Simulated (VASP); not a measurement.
Level of theory: LDA (Ceperley-Alder, Perdew-Zunger), VASP's LDA PAW potentials (set 64) (plane waves; VASP). For the first row: Run with 520 eV cut-off, 5×5×5 Γ-centred mesh, Gaussian smearing of 0.050 eV, potentials Ag O.

```csv
system,energy (eV/atom)
Ag₂O (cuprite),-4.4467
Ag atom,-0.1511
O atom,-1.4448
```

Atoms are spin-polarised in a large box without symmetry, with the spin fixed by Hund's rule, and may not be in the lowest state of each functional; no zero-point energy is added.

**Question.** What is the cohesive energy per atom of Ag$_{2}$O?

**Answer.** The references average (4×(-0.1511) + 2×(-1.4448))/6 = -0.5823 eV, so the cohesive energy is -0.5823 − (-4.4467) = 3.864 eV/atom. Measured: 2.950 eV/atom at 0 K (as given by CRC Handbook of Chemistry and Physics, Standard Thermodynamic Properties of Chemical Substances; atomisation enthalpy at 298 K (2.937) less the gas atoms' H298-H0 (0.066), plus the solid's thermal (0.057) and zero-point (0.022) energy from a Debye model with theta = 227 K fitted to S(298) = 121.3 J/(mol K); atoms in their measured spin-orbit ground levels; the uncertainty is an estimate of this correction alone).
